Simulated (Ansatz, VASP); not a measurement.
## CO2 in two plane-wave programs

Wanted: the spread between two codes on one cell, functional and k mesh. The cell is taken from a series of runs on this material, whose earlier steps may have relaxed, scaled, displaced or heated it; both programs get it as it stands.

Main program and level: Ansatz 0.2.0; plane waves, with VASP 6.6.1 beside it; zone-centre phonons at PBEsol.

## 1. Starting point

The structure is tetragonal, space group I-42d (No. 122). The conventional cell has a = 3.892 Å, b = 3.892 Å, c = 5.927 Å, α = 90.00°, β = 90.00°, γ = 90.00°. C has 4 O at 1.39 Å nearest. O has 2 C at 1.39 Å nearest. Farther neighbours and most contacts between anions are not listed.

As a file:

```xyz
6
Lattice="-1.9458 1.9458 2.9634 1.9458 -1.9458 2.9634 1.9458 1.9458 -2.9634" Properties=species:S:1:pos:R:3 pbc="T T T"
C     0.0000    1.9458    1.4817
C     0.0000    0.0000    0.0000
O    -0.9729    1.2846    2.2226
O     2.9187    0.6611   -0.7409
O     0.6611    0.9729    0.7409
O     1.2846    0.9729    3.7043
```

## 2. VASP: zone-centre phonons, PBEsol

Second derivatives magnify differences that forces hide, and they need a tight electronic threshold.

Lines of VASP's logs that name or quote its potential files are left out, and so is its time.

INCAR reads:

```
SYSTEM = CO2
PREC = Accurate
ENCUT = 600
EDIFF = 1E-08
NELM = 120
ISMEAR = 0
SIGMA = 0.01
LREAL = .FALSE.
ALGO = Normal
GGA = PS
NBANDS = 22
LORBIT = 11
LWAVE = .FALSE.
LCHARG = .FALSE.
ISIF = 2
IBRION = 8
LASPH = .TRUE.
GGA_COMPAT = .FALSE.
EFERMI = MIDGAP
KPAR = 2
```

POSCAR reads:

```
CO2
1.0
   -1.9457817693      1.9457817693      2.9634008477
    1.9457817693     -1.9457817693      2.9634008477
    1.9457817693      1.9457817693     -2.9634008477
C O
2 4
Direct
    0.7500000000      0.2500000000      0.5000000000
    0.0000000000      0.0000000000      0.0000000000
    0.7051082888      0.1250000000      0.0801082888
    0.0448917112      0.6250000000      0.9198917112
    0.3750000000      0.2948917112      0.4198917112
    0.8750000000      0.9551082888      0.5801082888
```

KPOINTS reads:

```
Automatic mesh
0
Gamma
8 8 8
0 0 0
```

PAW data sets: C and O (PBE family, release 64).

The run is started by

```sh
$ mpirun -np 2 vasp_std
```

Numbers of over 12 decimals in the logs are rounded to 6 here.

Log:

```text
[banner, memory and clock lines left out]
running    2 mpi-ranks, on    1 nodes
 distrk:  each k-point on    1 cores,    2 groups
 distr:  one band on    1 cores,    1 groups

 POSCAR found type information on POSCAR C O
 POSCAR found :  2 types and       6 ions
|                                                                             |
|               ----> ADVICE to this user running VASP <----                  |
|                                                                             |
|     You enforced a specific xc type in the INCAR file but a different       |
|     [... a line on the potential file left out ...]
|     I HOPE YOU KNOW WHAT YOU ARE DOING!                                     |
|                                                                             |

 LDA part: xc-table for (Slater+PW92), standard interpolation
 POSCAR, INCAR and KPOINTS ok, starting setup
 FFT: planning ... GRIDC
 FFT: planning ... GRID_SOFT
 FFT: planning ... GRID
 WAVECAR not read
 entering main loop
       N       E                     dE             d eps       ncg     rms          rms(c)
DAV:   1     0.179891718499E+03    0.17989E+03   -0.20535E+04  2596   0.163E+03
DAV:   2    -0.406171059443E+02   -0.22051E+03   -0.21320E+03  3390   0.339E+02
DAV:   3    -0.488581889271E+02   -0.82411E+01   -0.82028E+01  3304   0.669E+01
DAV:   4    -0.489395474984E+02   -0.81359E-01   -0.81230E-01  3214   0.735E+00
DAV:   5    -0.489408085160E+02   -0.12610E-02   -0.12606E-02  3268   0.889E-01    0.126E+01
DAV:   6    -0.462077772973E+02    0.27330E+01   -0.77548E+00  3166   0.216E+01    0.523E+00
DAV:   7    -0.461484863596E+02    0.59291E-01   -0.63026E-01  3178   0.599E+00    0.284E+00
DAV:   8    -0.461204397192E+02    0.28047E-01   -0.74137E-02  3040   0.252E+00    0.477E-01
DAV:   9    -0.461176512096E+02    0.27885E-02   -0.17409E-02  3154   0.108E+00    0.180E-01
DAV:  10    -0.461176343121E+02    0.16897E-04   -0.17143E-03  3172   0.344E-01    0.593E-02
DAV:  11    -0.461176035127E+02    0.30799E-04   -0.19200E-04  3220   0.107E-01    0.185E-02
DAV:  12    -0.461176081688E+02   -0.46560E-05   -0.15936E-05  3088   0.323E-02    0.464E-03
DAV:  13    -0.461176082293E+02   -0.60567E-07   -0.25479E-06  3238   0.118E-02    0.277E-03
DAV:  14    -0.461176082454E+02   -0.16119E-07   -0.31393E-07  3184   0.499E-03    0.865E-04
DAV:  15    -0.461176083163E+02   -0.70854E-07   -0.39198E-08  3136   0.140E-03    0.178E-04
DAV:  16    -0.461176083249E+02   -0.86470E-08   -0.22091E-09  1838   0.363E-04
   1 F= -.46117608E+02 E0= -.46117608E+02  d E =0.000000E+00
 Linear response reoptimize wavefunctions to high precision
DAV:   1    -0.461176083247E+02    0.24647E-09   -0.57511E-10  1958   0.173E-04
DAV:   2    -0.461176083247E+02   -0.90949E-11   -0.85507E-11  1640   0.669E-05
 Linear response DOF=           5
 Linear response progress:
  Degree of freedom:   1/  5
       N       E                     dE             d eps       ncg     rms          rms(c)
RMM:   1    -0.125986777447E+00   -0.12599E+00    0.21121E-01 32697   0.295E+00
RMM:   2    -0.108821118905E+00    0.17166E-01   -0.89549E-03 19985   0.765E-01    0.192E-01
RMM:   3    -0.108257003318E+00    0.56412E-03   -0.51063E-04 20636   0.140E-01    0.117E-01
RMM:   4    -0.108021365881E+00    0.23564E-03   -0.12046E-04 19973   0.913E-02    0.380E-02
RMM:   5    -0.108028002217E+00   -0.66363E-05   -0.26995E-05 20363   0.405E-02    0.694E-03
RMM:   6    -0.108014482902E+00    0.13519E-04   -0.27353E-06 20535   0.904E-03    0.135E-03
RMM:   7    -0.108015945154E+00   -0.14623E-05   -0.25464E-07 21022   0.275E-03    0.703E-04
RMM:   8    -0.108015315591E+00    0.62956E-06   -0.22007E-08 20478   0.949E-04    0.103E-04
RMM:   9    -0.108015625658E+00   -0.31007E-06    0.26398E-08 20946   0.256E-04    0.625E-05
RMM:  10    -0.108015608325E+00    0.17333E-07    0.14806E-09 20759   0.124E-04    0.103E-05
RMM:  11    -0.108015632793E+00   -0.24468E-07    0.28425E-08 21108   0.331E-05    0.356E-06
RMM:  12    -0.108015637697E+00   -0.49035E-08    0.24050E-08 21039   0.220E-05    0.147E-06
 first order change of Fermi-energy   0.53064E-05
 force on displaced ion       1 direction 1 : -36.318  -0.000   0.000
 Linear response progress:
  Degree of freedom:   2/  5
       N       E                     dE             d eps       ncg     rms          rms(c)
RMM:   1    -0.118081845712E+00   -0.11808E+00    0.22440E-01 18538   0.283E+00
RMM:   2    -0.107941978386E+00    0.10140E-01   -0.75309E-03 11342   0.694E-01    0.189E-01
RMM:   3    -0.107212105344E+00    0.72987E-03   -0.67682E-04 11802   0.151E-01    0.113E-01
RMM:   4    -0.106896488988E+00    0.31562E-03   -0.15893E-04 11595   0.905E-02    0.384E-02
RMM:   5    -0.106866705541E+00    0.29783E-04   -0.32908E-05 11748   0.393E-02    0.812E-03
RMM:   6    -0.106861796239E+00    0.49093E-05   -0.30659E-06 11787   0.945E-03    0.120E-03
RMM:   7    -0.106860613623E+00    0.11826E-05   -0.68417E-07 12153   0.228E-03    0.632E-04
RMM:   8    -0.106860049654E+00    0.56397E-06    0.28048E-08 11737   0.855E-04    0.104E-04
RMM:   9    -0.106860235457E+00   -0.18580E-06    0.33574E-08 12119   0.288E-04    0.714E-05
RMM:  10    -0.106860256853E+00   -0.21397E-07   -0.51986E-08 11968   0.142E-04    0.774E-06
RMM:  11    -0.106860262673E+00   -0.58202E-08   -0.19864E-08 11982   0.322E-05    0.248E-06
 first order change of Fermi-energy   0.95058E-05
 force on displaced ion       1 direction 3 :   0.000   0.000 -37.557
 Linear response progress:
  Degree of freedom:   3/  5
       N       E                     dE             d eps       ncg     rms          rms(c)
RMM:   1    -0.377923306868E+00   -0.37792E+00    0.34930E-01 24225   0.409E+00
RMM:   2    -0.361606810448E+00    0.16316E-01   -0.13424E-02 19244   0.807E-01    0.313E-01
RMM:   3    -0.362620082722E+00   -0.10133E-02   -0.16602E-03 19947   0.243E-01    0.168E-01
RMM:   4    -0.364149037204E+00   -0.15290E-02   -0.58432E-04 19574   0.143E-01    0.532E-02
RMM:   5    -0.364538483816E+00   -0.38945E-03   -0.42233E-05 21149   0.397E-02    0.142E-02
RMM:   6    -0.364548775575E+00   -0.10292E-04   -0.91495E-07 21337   0.742E-03    0.418E-03
RMM:   7    -0.364533264224E+00    0.15511E-04    0.21742E-07 21110   0.328E-03    0.475E-04
RMM:   8    -0.364531479978E+00    0.17842E-05   -0.12763E-08 21589   0.669E-04    0.120E-04
RMM:   9    -0.364531927937E+00   -0.44796E-06   -0.26427E-09 21557   0.162E-04    0.379E-05
RMM:  10    -0.364532203387E+00   -0.27545E-06   -0.30686E-09 21502   0.769E-05    0.704E-06
RMM:  11    -0.364532153269E+00    0.50118E-07    0.14099E-09 21554   0.411E-05    0.280E-06
RMM:  12    -0.364532188170E+00   -0.34901E-07    0.12279E-09 20134   0.318E-05    0.432E-07
RMM:  13    -0.364532186717E+00    0.14534E-08   -0.13539E-08 16244   0.289E-05    0.156E-07
 first order change of Fermi-energy  -0.17632E-04
 force on displaced ion       3 direction 1 : -32.564  -0.002  15.825
 Linear response progress:
  Degree of freedom:   4/  5
       N       E                     dE             d eps       ncg     rms          rms(c)
RMM:   1    -0.383593759357E+00   -0.38359E+00    0.18744E-01 14984   0.392E+00
RMM:   2    -0.360420803168E+00    0.23173E-01   -0.12272E-02 11431   0.748E-01    0.339E-01
RMM:   3    -0.360502915764E+00   -0.82113E-04   -0.47566E-03 11386   0.412E-01    0.139E-01
RMM:   4    -0.361179057370E+00   -0.67614E-03   -0.18909E-04 11258   0.866E-02    0.745E-02
RMM:   5    -0.361942337864E+00   -0.76328E-03   -0.96788E-05 10530   0.616E-02    0.134E-02
RMM:   6    -0.361952657390E+00   -0.10320E-04   -0.17725E-05 11856   0.136E-02    0.403E-03
RMM:   7    -0.361933357809E+00    0.19300E-04   -0.19850E-06 11644   0.459E-03    0.789E-04
RMM:   8    -0.361935771151E+00   -0.24133E-05    0.13447E-06 12126   0.137E-03    0.362E-04
RMM:   9    -0.361934853054E+00    0.91810E-06   -0.38694E-07 11940   0.487E-04    0.108E-04
RMM:  10    -0.361934715948E+00    0.13711E-06   -0.15553E-07 12175   0.212E-04    0.310E-05
RMM:  11    -0.361934866836E+00   -0.15089E-06    0.31032E-08 11836   0.900E-05    0.125E-05
RMM:  12    -0.361934976222E+00   -0.10939E-06    0.77547E-09 12272   0.460E-05    0.379E-06
RMM:  13    -0.361934983138E+00   -0.69157E-08    0.29006E-08 11768   0.302E-05    0.641E-07
 first order change of Fermi-energy   0.69810E+00
 force on displaced ion       3 direction 2 :  -0.000 -28.573   0.000
 Linear response progress:
  Degree of freedom:   5/  5
       N       E                     dE             d eps       ncg     rms          rms(c)
RMM:   1    -0.377957791289E+00   -0.37796E+00    0.25569E-01 24303   0.394E+00
RMM:   2    -0.365237491735E+00    0.12720E-01   -0.12447E-02 19296   0.740E-01    0.271E-01
RMM:   3    -0.366513531155E+00   -0.12760E-02   -0.11965E-03 19843   0.210E-01    0.148E-01
RMM:   4    -0.368190506524E+00   -0.16770E-02   -0.48849E-04 18960   0.134E-01    0.426E-02
RMM:   5    -0.368552909760E+00   -0.36240E-03   -0.31442E-05 20802   0.345E-02    0.109E-02
RMM:   6    -0.368552849003E+00    0.60757E-07   -0.13432E-06 20750   0.839E-03    0.177E-03
RMM:   7    -0.368548810304E+00    0.40387E-05   -0.78555E-08 21002   0.186E-03    0.437E-04
RMM:   8    -0.368548014053E+00    0.79625E-06    0.99848E-09 21238   0.522E-04    0.143E-04
RMM:   9    -0.368547551991E+00    0.46206E-06    0.89711E-09 21306   0.185E-04    0.405E-05
RMM:  10    -0.368547719380E+00   -0.16739E-06   -0.25758E-09 20458   0.731E-05    0.820E-06
RMM:  11    -0.368547729303E+00   -0.99221E-08    0.77071E-10 21356   0.390E-05    0.306E-06
 first order change of Fermi-energy   0.18960E-04
 force on displaced ion       3 direction 3 :  15.822   0.003 -24.151
 Linear response finished
```

[end of part 1 of 2]

[Lines on the potential files, build, host, timing and source positions are cut from VASP's logs without a mark.]

[Logs are printed without paths, hosts, clocks, repeated set-up lines and the standing remarks that a program may print on its own settings, such as how far it seeks lower states.]

[Hosts, paths, dates, database ids (printed as entryN), source tags and the programs' standing remarks are cut or masked in the printed files.]
